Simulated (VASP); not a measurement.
Data:

```
TiTe2
1.0
    3.81851     0.00000     0.00000
   -1.90925     3.30693     0.00000
    0.00000     0.00000     6.70422
Ti Te
1 2
Direct
  0.00000   0.00000   0.00000
  0.66667   0.33333   0.74898
  0.33333   0.66667   0.25102
```

Method: r2SCAN meta-GGA, VASP's PBE PAW potentials (set 64) (plane waves; VASP). Run with 400 eV cut-off, 10×10×5 Γ-centred mesh, tetrahedra with Blöchl corrections, potentials Ti_sv Te.

The cores are frozen, which limits the accuracy of field gradients.

Q: Give the principal components of the electric field gradient (V/Å²) and the asymmetry η at each nucleus.

A: 
```tsv
atom	Vxx	Vyy	Vzz	η
Ti1	12.8	12.8	-25.6	0.00
Te2	44.9	44.9	-89.9	0.00
Te3	44.9	44.9	-89.9	0.00
```

The structure comes from a computed database's TiTe2 entry (P-3m1); how it stands against other phases isn't given here. It was relaxed first.
